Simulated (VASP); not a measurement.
```
CELL_PARAMETERS angstrom
      3.73847    -3.68998     0.00000
      3.73847     3.68998     0.00000
      0.00000     0.00000     4.30456
ATOMIC_POSITIONS crystal
  Cu 0.41803 0.58197 0.75000
  Cu 0.58197 0.41803 0.25000
  I  0.77139 0.22861 0.75000
  I  0.22861 0.77139 0.25000
```

Computed with r2SCAN meta-GGA, VASP's PBE PAW potentials (set 64) (plane waves; VASP). Numerical set-up: 400 eV cut-off, 5×5×6 Γ-centred mesh, tetrahedra with Blöchl corrections, potentials Cu I.

Unless said otherwise, spin-orbit coupling is left out, though it shifts the bands of the heavy elements here.

Give the energies of bands 8 to 21 at the high-symmetry points, in eV from the valence-band maximum.

| band | Γ | Y | F0 | Z | B0 | T | S | R |
|---|---|---|---|---|---|---|---|---|
| 8 | -2.71 | -2.80 | -2.80 | -3.54 | -3.78 | -3.78 | -3.31 | -3.57 |
| 9 | -2.62 | -2.75 | -2.75 | -2.78 | -2.88 | -2.88 | -2.72 | -2.59 |
| 10 | -2.40 | -2.46 | -2.46 | -2.78 | -2.88 | -2.88 | -2.48 | -2.59 |
| 11 | -2.28 | -2.33 | -2.33 | -2.01 | -2.21 | -2.21 | -2.33 | -2.17 |
| 12 | -2.16 | -2.32 | -2.32 | -2.01 | -2.21 | -2.21 | -2.26 | -2.17 |
| 13 | -2.10 | -2.12 | -2.12 | -1.98 | -2.05 | -2.05 | -2.13 | -2.01 |
| 14 | -1.91 | -1.99 | -1.99 | -1.98 | -2.05 | -2.05 | -1.94 | -2.01 |
| 15 | -1.86 | -1.84 | -1.84 | -1.86 | -1.83 | -1.83 | -1.84 | -1.86 |
| 16 | -1.54 | -1.17 | -1.17 | -1.86 | -1.83 | -1.83 | -1.45 | -1.86 |
| 17 | -0.91 | -0.76 | -0.76 | -1.69 | -1.67 | -1.67 | -1.35 | -1.45 |
| 18 | 0.00 | -0.20 | -0.20 | -1.69 | -1.67 | -1.67 | -0.39 | -1.45 |
| 19 | 1.38 | 2.00 | 2.00 | 4.03 | 4.33 | 4.33 | 3.06 | 2.48 |
| 20 | 1.95 | 3.12 | 3.12 | 4.03 | 4.33 | 4.33 | 3.28 | 2.48 |
| 21 | 2.70 | 4.56 | 4.56 | 4.10 | 4.85 | 4.85 | 3.83 | 3.73 |

The gap is direct, 1.38 eV, from the valence maximum at Γ to the conduction minimum at Γ.

The structure comes from a computed database's CuI entry (Cmcm); how it stands against other phases isn't given here. It was relaxed first.
